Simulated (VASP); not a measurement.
Set up this calculation in VASP 6.6.1, as the native input.

| Property | Result |
| --- | --- |
| Task | relaxation of cell and atoms |
| Functional | PBEsol |
| Potentials or basis | VASP PAW PBE potentials, release 64 (Cs_sv, Li_sv, Cr_pv, Te, S) |
| Cutoff | 600 eV |
| k mesh | 4 × 7 × 3 |
| Occupations | fermi-dirac, width 0.05 eV |
| Spin | collinear spin, ferromagnetic start |
| Starting moments | [0.0, 0.0, 3.0, 3.0, 0.0, 0.0, 0.0, 0.0, 0.0] μB |
| Further INCAR settings | ALGO = Normal; EDIFF = 1e-06; IBRION = 2; EDIFFG = -0.02; NSW = 60; ISIF = 3 |

The structure of CsLiCr2Te2S3 lies in POSCAR:

```
CsLiCr2Te2S3
1.0
    7.0568400000      0.0000000000      0.0078800000
    0.0000000000      3.9806000000      0.0000000000
   -2.6830200000      0.0000000000      8.6786900000
Cs Li Cr Te S
1 1 2 2 3
Direct
    0.0773900000      0.0000000000      0.3770600000
    0.8642400000      0.5000000000      0.7888300000
    0.1264600000      0.0000000000      0.9461600000
    0.5929000000      0.5000000000      0.9716500000
    0.5083800000      0.0000000000      0.1527000000
    0.5561200000      0.0000000000      0.7489300000
    0.8742600000      0.0000000000      0.6850200000
    0.2517600000      0.5000000000      0.8440200000
    0.9629400000      0.5000000000      0.0535700000
```

The cell was built by a generator and needn't be a form met in nature.

These files were run (other wordings do the same):

INCAR

```
SYSTEM = CsLiCr2Te2S3
  PREC = Accurate
  ENCUT = 600
  EDIFF = 1E-6
  ISMEAR = -1
  SIGMA = 0.05
  LREAL = .False.
  LASPH = .True.
  NELM = 120
  ALGO = Normal
  ISIF = 3
  LWAVE = .False.
  LCHARG = .False.
  ISPIN = 2
  MAGMOM = 0 0 3 3 0 0 0 0 0
  LORBIT = 11
  LMAXMIX = 4
  GGA = PS
  IBRION = 2
  NSW = 60
  EDIFFG = -0.02
  KPAR = 4
```

KPOINTS

```
regular mesh
0
Gamma
  4 7 3
  0 0 0
```

Potentials or basis: VASP PAW PBE potentials, release 64 (Cs_sv, Li_sv, Cr_pv, Te, S).

Run with:

```console
$ cat potpaw_PBE.64/Cs_sv/POTCAR potpaw_PBE.64/Li_sv/POTCAR potpaw_PBE.64/Cr_pv/POTCAR potpaw_PBE.64/Te/POTCAR potpaw_PBE.64/S/POTCAR > POTCAR
$ mpirun -np 4 vasp_std > vasp.out
```

It gave:

```json
{
 "Relaxed volume": "25.39 Å³/atom",
 "Relaxed cell": "a = 6.931 Å, b = 3.907 Å, c = 8.848 Å, α = 90.00°, β = 107.47°, γ = 90.00°",
 "Space group after relaxing (to 0.05 Å)": "Pm (No. 6)",
 "Energy gained by relaxing": "10.6 meV/atom",
 "Ionic steps": "17",
 "Pressure after relaxing": "0.0 GPa",
 "Largest force after relaxing": "0.019 eV/Å",
 "Band gap on the k mesh": "0.44 eV, indirect (least direct gap 0.60 eV)",
 "Net moment": "6.00 μB per cell",
 "Site moments": "Cs +0.00; Li +0.00; Cr +3.02, +2.89; Te -0.13, -0.04; S -0.03, -0.10, -0.05 μB",
 "Valence electrons inside the program's atomic spheres": "Cs 6.57; Li 2.15; Cr 10.56, 10.66; Te 3.42, 3.38; S 3.72, 3.69, 3.70"
}
```

Caveat: the cutoff is under 1.25 times the usual one of these potentials, so pressure, stress and relaxed cells hold a basis-set (Pulay) error; the PAW data sets were made with another functional, which shifts forces and pressure a little; spin-orbit coupling is left out, which moves the levels of the heavy elements; an odd mesh through Γ misses points on the zone boundary, where band edges often lie; only a ferromagnetic start was run, and an antiferromagnetic order may lie lower in energy.

Wall time 19 min on 4 MPI ranks on Intel(R) Xeon(R) 6975P-C (Granite Rapids) (shared host), peak memory 0.92 GiB a rank.
